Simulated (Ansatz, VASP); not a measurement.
**Cross-check of C (amorphous carbon) between VASP and Ansatz**

Wanted: the spread between two codes on one cell, functional and k mesh. The cell is taken from a series of runs on this material, whose earlier steps may have relaxed, scaled, displaced or heated it; both programs get it as it stands.

Calculated with Ansatz 0.2.0; plane waves, with VASP 6.6.1 beside it; single point at PBE.

## 1. Starting point

The cell holds 150 atoms: 150 C. Its edges and angles: a = 10.082 Å, b = 10.082 Å, c = 10.082 Å, α = 90.0°, β = 90.0°, γ = 90.0°. As first built, before any earlier steps moved the atoms (in the runner's words): 150 atoms (150 C) placed at random at 2.92 g/cm^3, melted at 6000 K for 10 ps at fixed volume with the Tersoff potential (Tersoff, Phys. Rev. B 39, 5566 (1989)). Quenched from 6000 K to 300 K at 100 K/ps and fixed volume, held 5 ps, then minimised at fixed cell.

## 2. Ansatz: single point, PBE

Ansatz runs on its default PAW (the set named soft_2) files.

A single point gives forces, pressure and levels at one fixed geometry, so differences don't come from the geometry; what else differs is listed under the comparison.

input.yaml reads:

```yaml
crystal:
  lattice:
    - [10.0824, 0.0, 0.0]
    - [0.0, 10.0824, 0.0]
    - [0.0, 0.0, 10.0824]
  atoms:
    - { symbol: C, position: [0.22589, 0.20636, 0.32018] }
    - { symbol: C, position: [0.51606, 0.079, 0.0113] }
    - { symbol: C, position: [0.82252, 0.96308, 0.29953] }
    - { symbol: C, position: [0.94248, 0.04539, 0.93636] }
    - { symbol: C, position: [0.04618, 0.4704, 0.01432] }
    - { symbol: C, position: [0.67857, 0.29747, 0.82045] }
    - { symbol: C, position: [0.81011, 0.44607, 0.92649] }
    - { symbol: C, position: [0.48824, 0.64707, 0.61663] }
    - { symbol: C, position: [0.66809, 0.94993, 0.79605] }
    - { symbol: C, position: [0.06516, 0.86095, 0.11909] }
    - { symbol: C, position: [0.8957, 0.15014, 0.40512] }
    - { symbol: C, position: [0.00225, 0.81354, 0.84903] }
    - { symbol: C, position: [0.65554, 0.73225, 0.35731] }
    - { symbol: C, position: [0.24238, 0.17647, 0.47014] }
    - { symbol: C, position: [0.67978, 0.07526, 0.86516] }
    - { symbol: C, position: [0.8034, 0.10523, 0.95919] }
    - { symbol: C, position: [0.4629, 0.67848, 0.84439] }
    - { symbol: C, position: [0.25698, 0.30939, 0.67432] }
    - { symbol: C, position: [0.96282, 0.68882, 0.42713] }
    - { symbol: C, position: [0.46597, 0.18468, 0.29592] }
    - { symbol: C, position: [0.60959, 0.42535, 0.76767] }
    - { symbol: C, position: [0.30556, 0.84754, 0.22666] }
    - { symbol: C, position: [0.93826, 0.2442, 0.784] }
    - { symbol: C, position: [0.69538, 0.18998, 0.1495] }
    - { symbol: C, position: [0.68053, 0.56153, 0.77107] }
    - { symbol: C, position: [0.24292, 0.68744, 0.04408] }
    - { symbol: C, position: [0.45701, 0.20045, 0.94373] }
    - { symbol: C, position: [0.49018, 0.94877, 0.96274] }
    - { symbol: C, position: [0.85899, 0.10662, 0.53914] }
    - { symbol: C, position: [0.48733, 0.49105, 0.23531] }
[... 114 atom lines left out ...]
    - { symbol: C, position: [0.46204, 0.42907, 0.75765] }
    - { symbol: C, position: [0.33679, 0.81531, 0.67186] }
    - { symbol: C, position: [0.59264, 0.59631, 0.5372] }
    - { symbol: C, position: [0.48162, 0.31603, 0.05076] }
    - { symbol: C, position: [0.73791, 0.503, 0.18108] }
    - { symbol: C, position: [0.41769, 0.98781, 0.43215] }
kpoints:
  mp_grid: { grid: [1, 1, 1] }
hamiltonian:
  xc: pbe
scf:
  occupations: { method: gaussian, width: 0.05 }
output:
  forces: true
  stress: true
  populations: intrinsic
  dos:
    method: { smearing: { sigma: 0.1 } }
    de: 0.1
    projected: { site_lists: { C: [C] } }
  eigenvalues: true
  write_density: true
  write_potential: true
  volumetric_format: npy
```

Run with:

```sh
$ ansatz run input.yaml --threads 8 --pin off --max-ram 15872MiB --backend cpu --events-out ev --progress --plain --runs-dir out
```

Numbers of over 12 decimals in the logs are rounded to 6 here.

The program printed:

```text
Engine: ansatz 0.2.0, x86_64-unknown-linux-gnu
Pseudopotentials: kind: paw
Pseudopotential: C, paw, valence charge 4, recommended cutoff 420 eV (normal), C.paw.azcp
Functional definition: PBE
  parameter kappa = 0.804
  parameter beta = 0.066725
  exchange = pbe_x(kappa = kappa, mu = beta*pi^2/3)
  correlation = pbe_c(beta = beta)
Crystal: 150 atoms, lattice volume = 1024.924 Å³
Basis set: ecut = 420 eV, 20005 PW (Γ), exchange–correlation on 144×144×144 points (8 copies of the dense FFT grid, shifted against one another)
Bands: 450, of which v1, the nominal top of the filled ones, is band 300 counted from 1 (299 counted from 0)
Symmetry: 1 space group operations
Space group: P1 (ITA 1), of the structure as read, at distance tolerance 1.0e-4 Å
k-points: 1
Non-local potential: C, projectors of the file, l = 0: 2, l = 1: 2, l = 2: 1
PAW form: soft (Blöchl's): semilocal exchange-correlation on the pseudo side does not see the compensation charge
PAW one-centre angular grid: C, 110 points (default); XC on 64 Gauss nodes
Initial density: superposition of atomic densities (neutral atoms: chi_scale 0, normalization atom), corrected by the library's trained network
Initial wavefunctions: pseudopotential atomic-orbital guess
Functional: x = pbe(κ = 0.804, μ = 0.219515), c = pbe(β = 0.066725)
SCF iter   1: F=—  HF=-37492.240105 eV  |F-HF|=—  |Δ(HF+E_count)|=         —  Δρ=1.73e-2  dr2=5.50e0  ethr=1.77e-3  ⟨swp⟩=6.0  Hψ=1821  notcnv=0  defer=116
preconditioner: auto → Kerker (q_TF=auto, 2.495 Å⁻¹)  [metal: Δε(μ)=0.030 eV  Ē_g=14.778 eV  σ=0.050 eV  W_gap=0.33  n_scr=256 (ndim 8)  ℏωp=28.4 eV  f_vac=0.001  D(μ)=43.42/eV (n_scr^D=364)]
SCF iter   2: F=—  HF=-37491.775554 eV  |F-HF|=—  |Δ(HF+E_count)|=   4.65e-1  Δρ=8.94e-3  dr2=1.99e0  ethr=9.17e-4  ⟨swp⟩=1.0  Hψ=518  notcnv=0  defer=117
SCF iter   3: F=—  HF=-37491.535835 eV  |F-HF|=—  |Δ(HF+E_count)|=   2.40e-1  Δρ=2.15e-3  dr2=1.02e-1  ethr=3.32e-4  ⟨swp⟩=3.0  Hψ=536  notcnv=0  defer=118
SCF iter   4: F=—  HF=-37491.524642 eV  |F-HF|=—  |Δ(HF+E_count)|=   1.12e-2  Δρ=8.74e-4  dr2=2.24e-2  ethr=1.69e-5  ⟨swp⟩=3.0  Hψ=560  notcnv=0  defer=129
SCF iter   5: F=—  HF=-37491.523139 eV  |F-HF|=—  |Δ(HF+E_count)|=   1.50e-3  Δρ=2.36e-4  dr2=3.05e-3  ethr=3.73e-6  ⟨swp⟩=2.0  Hψ=320  notcnv=0  defer=129
SCF iter   6: F=—  HF=-37491.523005 eV  |F-HF|=—  |Δ(HF+E_count)|=   1.34e-4  Δρ=9.10e-5  dr2=2.08e-4  ethr=5.08e-7  ⟨swp⟩=3.0  Hψ=573  notcnv=0  defer=129
SCF iter   7: F=—  HF=-37491.523027 eV  |F-HF|=—  |Δ(HF+E_count)|=   2.23e-5  Δρ=2.76e-5  dr2=2.97e-5  ethr=3.47e-8  ⟨swp⟩=3.0  Hψ=571  notcnv=0  defer=129
SCF iter   8: F=—  HF=-37491.524938 eV  |F-HF|=—  |Δ(HF+E_count)|=   1.91e-3  Δρ=9.63e-6  dr2=3.43e-6  ethr=4.95e-9  ⟨swp⟩=3.0  Hψ=737  notcnv=0  defer=137
SCF iter   9: F=—  HF=-37491.524938 eV  |F-HF|=—  |Δ(HF+E_count)|=   9.42e-8  Δρ=3.50e-6  dr2=2.70e-7  ethr=5.72e-10  ⟨swp⟩=3.0  Hψ=540  notcnv=0  defer=137
SCF iter  10: F=-37491.524938 eV  HF=-37491.524938 eV  |F-HF|=1.96e-8  |Δ(HF+E_count)|=   1.45e-8  Δρ=1.22e-6  dr2=3.70e-8  ethr=1.67e-11  ⟨swp⟩=20.0  Hψ=3840  notcnv=0
SCF 1 converged in 10 iterations: F = -37491.524938 eV  dr2 = 3.70e-8
  greatest PAW one-centre occupation: 0.695 electrons in one spin orbital (limit 2), on the C atom at site 50 (counted from 0), in its partial waves of l = 0
SCF converged after 10 iterations
Free energy (F): -37491.524938 eV
Harris-Foulkes:  -37491.524938 eV  (|F-HF|=1.96e-8)
Internal energy: -37491.461764 eV  (E = F + TS)
E sigma→0 (E₀):  -37491.493351 eV
Entropy (-TS):   -0.063174 eV (-0.421 meV/atom)
Fermi energy:    10.760720 eV
--- Per-component energies (eV) ---
  E_band       = 957.235597
  E_kinetic    = 13540.228445
  E_local      = -14344.758410  (includes V_loc(G=0)·N_el)
  E_nonlocal   = 4047.082699
  E_hartree    = 3800.695746
  E_xc         = -7191.253773
  E_vxc        = -8913.850965  (∫ρ·V_xc dr)
  E_paw        = -14863.236628  (= ΣΔE_a)
  E_vpaw       = -972.856661  (= ΣTr[D̂ρ^β])
  E_aug_tail   = 0.001085  (compensation charges beyond the density's cutoff)
  E_ewald      = -22480.220928
  E_smearing   = -0.063174  (= −TS)
  E_closure    = -0.000000  (closes the sum)
  Σ components = -37491.524938   (vs F -37491.524938, Δ=0.00e0)
--- Forces (eV/Å), atoms counted from 1 ---
  atom   1  C     -0.08727986    -0.07200606    -0.03148078
  atom   2  C     -1.37365436    -2.51550303     2.05842637
  atom   3  C     -1.29926678    -1.48713967    -0.64827994
  atom   4  C     -1.01950263     0.93691121    -1.21921265
  atom   5  C     -0.34213079    -1.00196275    -2.17615393
  atom   6  C     -1.50210724     0.68249818    -1.08700797
  atom   7  C      1.40841731     0.82101596     1.14795554
  atom   8  C      0.39194481    -0.58535118    -0.83236727
  atom   9  C     -0.43410888     2.66058133    -0.22028676
  atom  10  C     -0.77232549    -0.77561070     2.19591106
[...]
atom 136  C      2.21775502     0.02967536    -1.02068013
  atom 137  C     -0.72051475    -2.16095510    -1.78164820
  atom 138  C      1.46499231    -2.37432552    -0.65817989
  atom 139  C      1.09502649    -1.78395457    -1.78637303
  atom 140  C      2.02917619    -0.59994263     2.22005054
  atom 141  C      0.52840869    -1.21627596    -0.61441723
  atom 142  C      0.93915607    -0.17993178    -1.48457839
  atom 143  C     -2.19353751     1.28152490     1.13567280
  atom 144  C      0.31363527    -1.36083268     0.91867284
  atom 145  C     -0.20750043     0.46307337    -0.59230232
  atom 146  C     -1.50800514    -1.20402347     0.78253331
  atom 147  C      1.28647187    -3.51112433    -2.48636170
  atom 148  C     -1.55472281     1.44824258    -1.52094581
  atom 149  C      0.27745448    -0.89127606     0.09476771
  atom 150  C     -0.27683957     1.57102503     2.62460588
  max |Σ_I F_I| component: 7.52e-5 eV/Å
--- Stress (GPa, compression-positive) ---
       -9.949351       1.922925      -0.846103
        1.922926       9.899657      -5.791664
       -0.846103      -5.791664       2.550561
  P = ⅓ Tr σ = 0.8336 GPa (8.336 kbar)
--- Band table (eV) ---
  k-point 0: bands = [... 296 lower, 10.5605, 10.6558, 10.6756, 10.7563, 10.7672, 10.8277, 10.8542, 10.9136, ... 146 higher]
--- intrinsic populations: 150 sites ---
  site symbol       q [e]
     0      C      3.9839
     1      C      3.9692
     2      C      3.9990
     3      C      4.0438
     4      C      3.9494
     5      C      3.9760
     6      C      4.0881
     7      C      3.9876
     8      C      4.0188
     9      C      3.9780
    10      C      3.9929
    11      C      4.0334
    12      C      3.9936
    13      C      3.9954
    14      C      3.9678
    15      C      4.0513
    16      C      3.9928
    17      C      3.9913
    18      C      4.0286
    19      C      4.0052
    20      C      4.0436
    21      C      3.9829
    22      C      4.0353
    23      C      4.0113
[...]
142      C      4.0184
   143      C      3.9873
   144      C      3.9981
   145      C      3.9951
   146      C      3.9824
   147      C      4.0739
   148      C      3.9956
   149      C      4.0171
  spilling = 0.000000 (of n_electrons = 600.000000)
```

In the SCF lines HF is the Harris–Foulkes energy and dr2 the Hartree energy of the density residual, in eV; the loop may stop once dr2 is under the threshold and the program's other checks hold. Hψ counts applications of the Hamiltonian.

## 3. VASP: single point, PBE

The same cell, functional, mesh and smearing now go to VASP, with its own data sets.

Lines of VASP's logs that name or quote its potential files are left out, and so is its time.

INCAR reads:

```
SYSTEM = C
PREC = Accurate
ENCUT = 600
EDIFF = 1E-06
NELM = 120
ISMEAR = 0
SIGMA = 0.05
LREAL = Auto
ALGO = Normal
GGA = PE
NBANDS = 405
LORBIT = 11
LWAVE = .FALSE.
LCHARG = .FALSE.
ISIF = 2
LASPH = .TRUE.
GGA_COMPAT = .FALSE.
```

POSCAR reads:

```
C
1.0
   10.0824000000      0.0000000000      0.0000000000
    0.0000000000     10.0824000000      0.0000000000
    0.0000000000      0.0000000000     10.0824000000
C
150
Direct
    0.2258900000      0.2063600000      0.3201800000
    0.5160600000      0.0790000000      0.0113000000
    0.8225200000      0.9630800000      0.2995300000
    0.9424800000      0.0453900000      0.9363600000
    0.0461800000      0.4704000000      0.0143200000
    0.6785700000      0.2974700000      0.8204500000
    0.8101100000      0.4460700000      0.9264900000
    0.4882400000      0.6470700000      0.6166300000
    0.6680900000      0.9499300000      0.7960500000
    0.0651600000      0.8609500000      0.1190900000
    0.8957000000      0.1501400000      0.4051200000
    0.0022500000      0.8135400000      0.8490300000
    0.6555400000      0.7322500000      0.3573100000
    0.2423800000      0.1764700000      0.4701400000
    0.6797800000      0.0752600000      0.8651600000
    0.8034000000      0.1052300000      0.9591900000
    0.4629000000      0.6784800000      0.8443900000
    0.2569800000      0.3093900000      0.6743200000
    0.9628200000      0.6888200000      0.4271300000
    0.4659700000      0.1846800000      0.2959200000
    0.6095900000      0.4253500000      0.7676700000
    0.3055600000      0.8475400000      0.2266600000
    0.9382600000      0.2442000000      0.7840000000
    0.6953800000      0.1899800000      0.1495000000
    0.6805300000      0.5615300000      0.7710700000
    0.2429200000      0.6874400000      0.0440800000
    0.4570100000      0.2004500000      0.9437300000
    0.4901800000      0.9487700000      0.9627400000
    0.8589900000      0.1066200000      0.5391400000
    0.4873300000      0.4910500000      0.2353100000
[... 114 atom lines left out ...]
    0.4620400000      0.4290700000      0.7576500000
    0.3367900000      0.8153100000      0.6718600000
    0.5926400000      0.5963100000      0.5372000000
    0.4816200000      0.3160300000      0.0507600000
    0.7379100000      0.5030000000      0.1810800000
    0.4176900000      0.9878100000      0.4321500000
```

KPOINTS reads:

```
Automatic mesh
0
Gamma
1 1 1
0 0 0
```

Potentials, in the order of the species: C (PBE family, release 64).

Run with:

```sh
$ export OMP_NUM_THREADS=3
$ mpirun -np 1 vasp_gam
```

The program printed:

```text
[banner, memory and clock lines left out]
running    1 mpi-ranks, on    1 nodes
[...]
Offloading initialized ...    1 GPUs detected
[...]
LDA part: xc-table for (Slater+PW92), standard interpolation
 POSCAR, INCAR and KPOINTS ok, starting setup
[...]
entering main loop
       N       E                     dE             d eps       ncg     rms          rms(c)
DAV:   1     0.443176916372E+04    0.44318E+04   -0.39268E+05   810   0.170E+03
DAV:   2    -0.856215141944E+03   -0.52880E+04   -0.49487E+04  1047   0.362E+02
DAV:   3    -0.127734310085E+04   -0.42113E+03   -0.40548E+03   972   0.977E+01
DAV:   4    -0.128990441287E+04   -0.12561E+02   -0.12437E+02   980   0.174E+01
[...]
DAV:  18    -0.123461388453E+04   -0.24280E-04   -0.11404E-04   948   0.173E-02    0.219E-02
DAV:  19    -0.123461388934E+04   -0.48142E-05   -0.43628E-05   948   0.113E-02    0.106E-02
DAV:  20    -0.123461389000E+04   -0.65385E-06   -0.86869E-06   916   0.578E-03
   1 F= -.12346139E+04 E0= -.12345823E+04  d E =-.632702E-01
```

From OUTCAR (step 3):

```text
  FREE ENERGIE OF THE ION-ELECTRON SYSTEM (eV)
  ---------------------------------------------------
  free  energy   TOTEN  =     -1234.6138899974 eV

  energy  without entropy=    -1234.5506197673  energy(sigma->0) =    -1234.58225488
```

The run ends at a pressure of 0.83 GPa, with forces up to 5.0 eV/Å.

## 4. Side by side

Known differences besides the potentials themselves: the cutoff is 420 eV in Ansatz and 600 eV in VASP (PREC = Accurate, projectors in real space). Total energies have different zeros and are not compared.

Both answers:

```tsv
quantity	Ansatz	VASP	difference
pressure (GPa)	0.83	0.83	0.00
```

Forces on 8 of the 150 atoms, those with the largest forces and the largest differences (eV/Å; atoms numbered as in POSCAR):

```tsv
atom	Ansatz x, y, z	VASP x, y, z
C29	1.286, 0.982, -3.620	1.291, 0.986, -3.624
C38	1.042, 2.212, 4.188	1.041, 2.217, 4.186
C39	0.023, -4.374, 1.251	0.044, -4.389, 1.277
C43	4.315, -1.155, 0.154	4.317, -1.164, 0.154
C48	0.656, -1.494, -1.085	0.649, -1.456, -1.081
C128	-2.503, 1.961, 2.765	-2.496, 1.961, 2.751
C131	-1.866, 3.797, 2.623	-1.900, 3.764, 2.648
C147	1.286, -3.511, -2.486	1.320, -3.489, -2.497
```

The forces differ by 12 meV/Å r.m.s., which is 0.9 % of the r.m.s. force of 1.396 eV/Å (both taken over all components).

## 5. Summary of results

| Property | Result |
| --- | --- |
| r.m.s. force difference (single point, PBE) | 0.89 % of the r.m.s. force |

**Reading.** The r.m.s. force difference is 0.89 % of the r.m.s. force (single point, PBE), within the 3 % picked in this series as the mark of a large difference. How closely two codes agree says nothing of how well the functional describes the real material.

[Lines on the potential files, build, host, timing and source positions are cut from VASP's logs without a mark.]

[Logs are printed without paths, hosts, clocks, repeated set-up lines and the standing remarks that a program may print on its own settings, such as how far it seeks lower states.]

[Hosts, paths, dates, database ids (printed as entryN), source tags and the programs' standing remarks are cut or masked in the printed files.]
